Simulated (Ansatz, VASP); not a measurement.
# H89C3S3O52F9 in two plane-wave programs

Aim: how closely do two programs agree when they are given the same cell, functional and k mesh? The cell is taken from a series of runs on this material, whose earlier steps may have relaxed, scaled, displaced or heated it; both programs get it as it stands.

Main program and level: Ansatz 0.2.0; plane waves, with VASP 6.6.1 beside it; single point at PBE with D3(BJ).

## (1) The structure

The cell holds 156 atoms: 52 O, 3 S, 3 C, 9 F and 89 H. Cell: a = 11.825 Å, b = 11.825 Å, c = 11.825 Å, α = 90.0°, β = 90.0°, γ = 90.0°.

## (2) VASP: single point, PBE with D3(BJ)

With cell and atoms fixed, the geometry can't cause a difference; cores, projectors, grids and the points listed under the comparison can.

Lines of VASP's logs that name or quote its potential files are left out, and so is its time.

INCAR reads:

```
SYSTEM = H89C3S3O52F9
PREC = Accurate
ENCUT = 600
EDIFF = 1E-06
NELM = 120
ISMEAR = 0
SIGMA = 0.01
LREAL = Auto
ALGO = Normal
GGA = PE
IVDW = 12
NBANDS = 356
LORBIT = 11
LWAVE = .FALSE.
LCHARG = .FALSE.
ISIF = 2
LASPH = .TRUE.
GGA_COMPAT = .FALSE.
EFERMI = MIDGAP
```

POSCAR reads:

```
H89C3S3O52F9
1.0
   11.8252400000      0.0000000000      0.0000000000
    0.0000000000     11.8252400000      0.0000000000
    0.0000000000      0.0000000000     11.8252400000
O S C F H
52 3 3 9 89
Direct
    0.7856500000      0.2957400000      0.5164000000
    0.8062900000      0.2337100000      0.7145700000
    0.9145700000      0.1370000000      0.5632300000
    0.2839500000      0.5327300000      0.5127700000
    0.1056500000      0.4312500000      0.5570700000
    0.2754000000      0.4035900000      0.6763500000
    0.5233400000      0.7386500000      0.2606000000
    0.3350000000      0.8301300000      0.2788200000
    0.4151700000      0.7901000000      0.0895200000
    0.1337200000      0.6677200000      0.3787600000
    0.9667200000      0.1273100000      0.2508900000
    0.7072700000      0.6620600000      0.5935900000
    0.1397400000      0.8890000000      0.1397400000
    0.2781400000      0.2180600000      0.8264700000
    0.4408900000      0.8866100000      0.5204100000
    0.7622400000      0.1772000000      0.2584800000
    0.1682300000      0.5816400000      0.1801500000
    0.8631400000      0.9174300000      0.8455900000
    0.0184000000      0.7747900000      0.7552700000
    0.6420300000      0.8119200000      0.4513100000
    0.5108000000      0.4042700000      0.7302100000
    0.3610200000      0.4500700000      0.1554200000
    0.6818300000      0.3937200000      0.2447200000
    0.8741300000      0.8701200000      0.4332400000
    0.6002000000      0.8256100000      0.9439700000
    0.5032400000      0.2260200000      0.8675300000
    0.0658600000      0.9134400000      0.5846600000
    0.6248100000      0.4667400000      0.5292600000
    0.6226700000      0.0389600000      0.8738300000
    0.3760900000      0.7062700000      0.6593400000
[... 120 atom lines left out ...]
    0.2405100000      0.2921100000      0.9430700000
    0.1715900000      0.4007500000      0.9797300000
    0.8313700000      0.1271100000      0.9881900000
    0.7077100000      0.0837000000      0.9794200000
    0.8123700000      0.6180800000      0.2024800000
    0.7575000000      0.5233000000      0.2733700000
```

KPOINTS reads:

```
Automatic mesh
0
Gamma
1 1 1
0 0 0
```

Potentials, in the order of the species: O, S, C, F and H (PBE family, release 64).

Run with:

```
$ export OMP_NUM_THREADS=3
$ mpirun -np 1 vasp_gam
```

Numbers of over 12 decimals in the logs are rounded to 6 here.

The program printed:

```text
[banner, memory and clock lines left out]
running    1 mpi-ranks, on    1 nodes
[...]
Offloading initialized ...    1 GPUs detected
[...]
LDA part: xc-table for (Slater+PW92), standard interpolation
 POSCAR, INCAR and KPOINTS ok, starting setup
[...]
entering main loop
       N       E                     dE             d eps       ncg     rms          rms(c)
DAV:   1     0.454681762358E+04    0.45468E+04   -0.30189E+05   744   0.147E+03
DAV:   2    -0.393468314381E+03   -0.49403E+04   -0.47256E+04   868   0.346E+02
DAV:   3    -0.847547746154E+03   -0.45408E+03   -0.45095E+03   872   0.109E+02
DAV:   4    -0.855637464803E+03   -0.80897E+01   -0.80582E+01   872   0.158E+01
[...]
DAV:  17    -0.783209913235E+03    0.63168E-05   -0.30299E-05   848   0.135E-02    0.822E-03
DAV:  18    -0.783209909344E+03    0.38910E-05   -0.87036E-06   840   0.811E-03    0.350E-03
DAV:  19    -0.783209908519E+03    0.82517E-06   -0.26101E-06   752   0.444E-03
   1 F= -.78939759E+03 E0= -.78939759E+03  d E =0.000000E+00
```

OUTCAR, selected parts (step 2):

```text
  FREE ENERGIE OF THE ION-ELECTRON SYSTEM (eV)
  ---------------------------------------------------
  free  energy   TOTEN  =      -789.3975891228 eV

  energy  without entropy=     -789.3975891228  energy(sigma->0) =     -789.39758912
```

The run ends at a pressure of -0.27 GPa, with forces up to 0.42 eV/Å.

## (3) Ansatz: single point, PBE with D3(BJ)

Ansatz runs on its default PAW (the set named soft_2) files.

The same cell, functional and mesh now go to Ansatz, which takes its cutoff from its data sets.

input.yaml reads:

```yaml
crystal:
  lattice:
    - [11.82524, 0.0, 0.0]
    - [0.0, 11.82524, 0.0]
    - [0.0, 0.0, 11.82524]
  atoms:
    - { symbol: O, position: [0.78565, 0.29574, 0.5164] }
    - { symbol: S, position: [0.81512, 0.20179, 0.59365] }
    - { symbol: O, position: [0.80629, 0.23371, 0.71457] }
    - { symbol: O, position: [0.91457, 0.137, 0.56323] }
    - { symbol: C, position: [0.69269, 0.10329, 0.5741] }
    - { symbol: F, position: [0.59564, 0.15291, 0.60702] }
    - { symbol: F, position: [0.70828, 0.00901, 0.63822] }
    - { symbol: F, position: [0.6831, 0.07168, 0.46625] }
    - { symbol: O, position: [0.28395, 0.53273, 0.51277] }
    - { symbol: S, position: [0.22948, 0.43306, 0.5634] }
    - { symbol: O, position: [0.10565, 0.43125, 0.55707] }
    - { symbol: O, position: [0.2754, 0.40359, 0.67635] }
    - { symbol: C, position: [0.27403, 0.3104, 0.47274] }
    - { symbol: F, position: [0.22967, 0.21453, 0.51374] }
    - { symbol: F, position: [0.38739, 0.30177, 0.47253] }
    - { symbol: F, position: [0.23774, 0.32627, 0.36631] }
    - { symbol: O, position: [0.52334, 0.73865, 0.2606] }
    - { symbol: S, position: [0.43675, 0.81325, 0.21064] }
    - { symbol: O, position: [0.335, 0.83013, 0.27882] }
    - { symbol: O, position: [0.41517, 0.7901, 0.08952] }
    - { symbol: C, position: [0.5055, 0.95753, 0.20843] }
    - { symbol: F, position: [0.49808, 0.00595, 0.31075] }
    - { symbol: F, position: [0.45342, 0.0244, 0.13251] }
    - { symbol: F, position: [0.6155, 0.94886, 0.17992] }
    - { symbol: O, position: [0.13372, 0.66772, 0.37876] }
    - { symbol: H, position: [0.18459, 0.62745, 0.43036] }
    - { symbol: H, position: [0.02317, 0.65884, 0.40726] }
    - { symbol: H, position: [0.15073, 0.63588, 0.30029] }
    - { symbol: O, position: [0.96672, 0.12731, 0.25089] }
    - { symbol: H, position: [0.95621, 0.04135, 0.23224] }
[... 120 atom lines left out ...]
    - { symbol: O, position: [0.76025, 0.12493, 0.03143] }
    - { symbol: H, position: [0.83137, 0.12711, 0.98819] }
    - { symbol: H, position: [0.70771, 0.0837, 0.97942] }
    - { symbol: O, position: [0.78775, 0.60121, 0.28047] }
    - { symbol: H, position: [0.81237, 0.61808, 0.20248] }
    - { symbol: H, position: [0.7575, 0.5233, 0.27337] }
kpoints:
  mp_grid: { grid: [1, 1, 1] }
hamiltonian:
  xc: pbe
  dispersion: d3bj
scf:
  occupations: { method: fixed }
output:
  forces: true
  stress: true
  populations: true
  dos:
    method: { smearing: { sigma: 0.15 } }
    de: 0.1
    projected: { site_lists: { C: [C], F: [F], H: [H], O: [O], S: [S] } }
  eigenvalues: true
```

Run with:

```
$ ansatz run input.yaml --threads 4 --pin off --max-ram 8192MiB --backend cpu --events-out ev --progress --plain --runs-dir out
```

The program printed:

```text
Engine: ansatz 0.2.0, x86_64-unknown-linux-gnu
Pseudopotentials: kind: paw
Pseudopotential: O, paw, valence charge 6, recommended cutoff 420 eV (normal), O.paw.azcp
Pseudopotential: S, paw, valence charge 6, recommended cutoff 420 eV (normal), S.paw.azcp
Pseudopotential: C, paw, valence charge 4, recommended cutoff 420 eV (normal), C.paw.azcp
Pseudopotential: F, paw, valence charge 7, recommended cutoff 420 eV (normal), F.paw.azcp
Pseudopotential: H, paw, valence charge 1, recommended cutoff 420 eV (normal), H.paw.azcp
Functional definition: PBE
  parameter kappa = 0.804
  parameter beta = 0.066725
  exchange = pbe_x(kappa = kappa, mu = beta*pi^2/3)
  correlation = pbe_c(beta = beta)
Crystal: 156 atoms, lattice volume = 1653.598 Å³
Basis set: ecut = 420 eV, 32423 PW (Γ), exchange–correlation on 160×160×160 points (8 copies of the dense FFT grid, shifted against one another)
Bands: 403, of which v1, the nominal top of the filled ones, is band 247 counted from 1 (246 counted from 0)
Symmetry: 1 space group operations
Space group: P1 (ITA 1), of the structure as read, at distance tolerance 1.2e-4 Å
k-points: 1
Non-local potential: O, projectors of the file, l = 0: 2, l = 1: 2, l = 2: 1
Non-local potential: S, projectors of the file, l = 0: 2, l = 1: 2, l = 2: 2
Non-local potential: C, projectors of the file, l = 0: 2, l = 1: 2, l = 2: 1
Non-local potential: F, projectors of the file, l = 0: 2, l = 1: 2, l = 2: 1
Non-local potential: H, projectors of the file, l = 0: 2, l = 1: 1
PAW form: soft (Blöchl's): semilocal exchange-correlation on the pseudo side does not see the compensation charge
PAW one-centre angular grid: O, 110 points (default); XC on 64 Gauss nodes
PAW one-centre angular grid: S, 110 points (default); XC on 64 Gauss nodes
PAW one-centre angular grid: C, 110 points (default); XC on 64 Gauss nodes
PAW one-centre angular grid: F, 110 points (default); XC on 64 Gauss nodes
PAW one-centre angular grid: H, 110 points (default); XC on 64 Gauss nodes
Initial density: superposition of atomic densities (neutral atoms: chi_scale 0, normalization atom), corrected by the library's trained network
Initial wavefunctions: pseudopotential atomic-orbital guess
Functional: x = pbe(κ = 0.804, μ = 0.219515), c = pbe(β = 0.066725)
SCF iter   1: F=—  HF=-41673.723593 eV  |F-HF|=—  |Δ(HF+E_count)|=         —  Δρ=3.51e-3  dr2=3.10e-1  ethr=1.77e-3  ⟨swp⟩=4.0  Hψ=1515  notcnv=0  defer=153
preconditioner: auto → Resta (q_TF=auto, 2.231 Å⁻¹)  ε∞=2.2  [insulator: Δε(μ)=5.153 eV  Ē_g=18.213 eV  n_scr=304 (ndim 8)  ℏωp=20.2 eV  f_vac=0.308  ε∞_Penn≈2.2]
SCF iter   2: F=—  HF=-41673.572993 eV  |F-HF|=—  |Δ(HF+E_count)|=   1.51e-1  Δρ=1.74e-3  dr2=6.57e-2  ethr=6.28e-5  ⟨swp⟩=2.0  Hψ=646  notcnv=0  defer=154
SCF iter   3: F=—  HF=-41673.544775 eV  |F-HF|=—  |Δ(HF+E_count)|=   2.82e-2  Δρ=8.91e-4  dr2=1.89e-2  ethr=1.33e-5  ⟨swp⟩=2.0  Hψ=503  notcnv=0  defer=154
SCF iter   4: F=—  HF=-41673.538613 eV  |F-HF|=—  |Δ(HF+E_count)|=   6.16e-3  Δρ=3.23e-4  dr2=2.24e-3  ethr=3.82e-6  ⟨swp⟩=2.0  Hψ=499  notcnv=0  defer=154
SCF iter   5: F=—  HF=-41673.538137 eV  |F-HF|=—  |Δ(HF+E_count)|=   4.76e-4  Δρ=1.84e-4  dr2=5.27e-4  ethr=4.53e-7  ⟨swp⟩=2.0  Hψ=702  notcnv=0  defer=154
SCF iter   6: F=—  HF=-41673.538016 eV  |F-HF|=—  |Δ(HF+E_count)|=   1.21e-4  Δρ=7.20e-5  dr2=7.96e-5  ethr=1.07e-7  ⟨swp⟩=3.0  Hψ=492  notcnv=0  defer=153
SCF iter   7: F=—  HF=-41673.538077 eV  |F-HF|=—  |Δ(HF+E_count)|=   6.09e-5  Δρ=2.40e-5  dr2=8.25e-6  ethr=1.61e-8  ⟨swp⟩=2.0  Hψ=491  notcnv=0  defer=150
SCF iter   8: F=—  HF=-41673.538076 eV  |F-HF|=—  |Δ(HF+E_count)|=   6.63e-7  Δρ=9.86e-6  dr2=1.61e-6  ethr=1.67e-9  ⟨swp⟩=2.0  Hψ=492  notcnv=0  defer=151
SCF iter   9: F=—  HF=-41673.538076 eV  |F-HF|=—  |Δ(HF+E_count)|=   2.34e-7  Δρ=2.55e-6  dr2=1.30e-7  ethr=3.25e-10  ⟨swp⟩=2.0  Hψ=491  notcnv=0  defer=151
SCF iter  10: F=-41673.538076 eV  HF=-41673.538076 eV  |F-HF|=2.95e-8  |Δ(HF+E_count)|=   3.31e-8  Δρ=1.61e-6  dr2=3.93e-8  ethr=2.02e-11  ⟨swp⟩=17.0  Hψ=2820  notcnv=0
SCF 1 converged in 10 iterations: F = -41673.538076 eV  dr2 = 3.93e-8
  greatest PAW one-centre occupation: 0.935 electrons in one spin orbital (limit 2), on the F atom at site 7 (counted from 0), in its partial waves of l = 0
SCF converged after 10 iterations
Free energy (F): -41673.538076 eV
Harris-Foulkes:  -41673.538076 eV  (|F-HF|=2.95e-8)
Internal energy: -41673.538076 eV  (E = F + TS)
E sigma→0 (E₀):  -41673.538076 eV
Fermi energy:    -2.012983 eV
--- Per-component energies (eV) ---
  E_band       = -4848.206277
  E_kinetic    = 12810.898676
  E_local      = -44824.790166  (includes V_loc(G=0)·N_el)
  E_nonlocal   = 3468.469730
  E_hartree    = 16757.621214
  E_xc         = -5751.287953
  E_vxc        = -7238.215617  (∫ρ·V_xc dr)
  E_paw        = -12199.430791  (= ΣΔE_a)
  E_vpaw       = -2579.846586  (= ΣTr[D̂ρ^β])
[...]
atom 139  O      0.02492546    -0.06876704     0.12930779
  atom 140  H     -0.03529039     0.09814811    -0.06923650
  atom 141  H     -0.00265136     0.00525287    -0.02525687
  atom 142  O     -0.01357367     0.01193115    -0.05030137
  atom 143  H      0.00359285    -0.00980592     0.02777656
  atom 144  H      0.03253519    -0.03335378     0.02792939
  atom 145  O      0.02880590     0.00735996     0.00524961
  atom 146  H      0.00724315     0.00442665    -0.00099512
  atom 147  H     -0.04690098    -0.01086007    -0.04039443
  atom 148  O     -0.02132932     0.03719938    -0.09506621
  atom 149  H     -0.00627227     0.00919771     0.02228308
  atom 150  H      0.02329536    -0.04583040     0.04502681
  atom 151  O      0.02096621     0.00287414    -0.09514001
  atom 152  H     -0.04973935    -0.00249470     0.03252024
  atom 153  H      0.02775443     0.02093223     0.02419721
  atom 154  O     -0.00963229    -0.02405783    -0.04620036
  atom 155  H     -0.02019028    -0.01061954     0.03907925
  atom 156  H      0.01328128     0.02333420     0.00314455
  max |Σ_I F_I| component: 6.58e-5 eV/Å
--- Stress (GPa, compression-positive) ---
       -0.164538       0.083402      -0.304927
        0.083402      -0.090152      -0.108588
       -0.304927      -0.108588      -0.182308
  P = ⅓ Tr σ = -0.1457 GPa (-1.457 kbar)
--- Band table (eV) ---
  k-point 0: bands = [... 243 lower, -2.2386, -2.1991, -2.1609, -2.0130, 3.0589, 4.1288, 4.3370, 4.3596, ... 152 higher]
--- Löwdin populations: 156 sites ---
  site symbol       q [e]
     0      O      6.7519
     1      S      3.7259
     2      O      6.7641
     3      O      6.7314
     4      C      3.3428
     5      F      7.2152
     6      F      7.2244
     7      F      7.1908
     8      O      6.7331
     9      S      3.7477
    10      O      6.7275
    11      O      6.7510
    12      C      3.3124
    13      F      7.2000
    14      F      7.2098
    15      F      7.2072
    16      O      6.7475
    17      S      3.7478
    18      O      6.7229
    19      O      6.7519
    20      C      3.3340
    21      F      7.2020
    22      F      7.2149
    23      F      7.2134
[...]
148      H      0.6194
   149      H      0.6155
   150      O      6.6768
   151      H      0.6172
   152      H      0.6196
   153      O      6.6860
   154      H      0.6187
   155      H      0.6158
  spilling = 0.012036 (of n_electrons = 494.000000)
```

## (4) Side by side

Known differences besides the potentials themselves: fixed occupations in Ansatz, narrow Gaussian smearing in VASP; the cutoff is 420 eV in Ansatz and 600 eV in VASP (PREC = Accurate, projectors in real space). Total energies have different zeros and are not compared.

Both answers:

| quantity | Ansatz | VASP | difference |
| --- | --- | --- | --- |
| pressure (GPa) | -0.15 | -0.27 | +0.13 |
| gap on the k mesh (eV) | 5.072 | 5.084 | -0.012 |

Forces on 10 of the 156 atoms, those with the largest forces and the largest differences (eV/Å; atoms numbered as in POSCAR):

| atom | Ansatz x, y, z | VASP x, y, z |
| --- | --- | --- |
| O5 | 0.141, 0.080, 0.103 | 0.380, 0.081, 0.115 |
| O8 | 0.075, -0.090, -0.110 | 0.273, -0.121, -0.242 |
| C56 | -0.027, 0.008, -0.055 | 0.290, 0.242, 0.020 |
| F59 | -0.009, 0.000, 0.013 | -0.351, 0.183, 0.136 |
| F60 | -0.006, -0.029, 0.033 | 0.049, -0.326, 0.250 |
| F61 | 0.013, 0.018, 0.050 | -0.016, -0.097, -0.360 |
| F62 | 0.006, 0.049, -0.007 | -0.161, -0.299, 0.154 |
| F63 | -0.019, 0.003, 0.003 | 0.390, -0.020, 0.012 |
| F65 | 0.006, -0.024, -0.065 | -0.029, 0.142, 0.310 |
| F66 | 0.002, -0.009, -0.011 | -0.190, 0.221, -0.284 |

The forces differ by 86 meV/Å r.m.s., which is 98.5 % of the r.m.s. force of 0.087 eV/Å (both taken over all components). A gap on the mesh is an upper bound, since the band edges may lie between its points.

## (5) Summary of results

- r.m.s. force difference (single point, PBE with D3(BJ)): 86 meV/Å

In words: The r.m.s. force difference is 86 meV/Å (single point, PBE with D3(BJ)), beyond the 12 meV/Å picked in this series as the mark of a large difference. What causes the difference of the single point, PBE with D3(BJ) pair stays open here. Such differences can come from data sets, numerical settings and the points named under the comparisons, not from the functional's error against experiment.

[Lines on the potential files, build, host, timing and source positions are cut from VASP's logs without a mark.]

[Logs are printed without paths, hosts, clocks, repeated set-up lines and the standing remarks that a program may print on its own settings, such as how far it seeks lower states.]

[Hosts, paths, dates, database ids (printed as entryN), source tags and the programs' standing remarks are cut or masked in the printed files.]
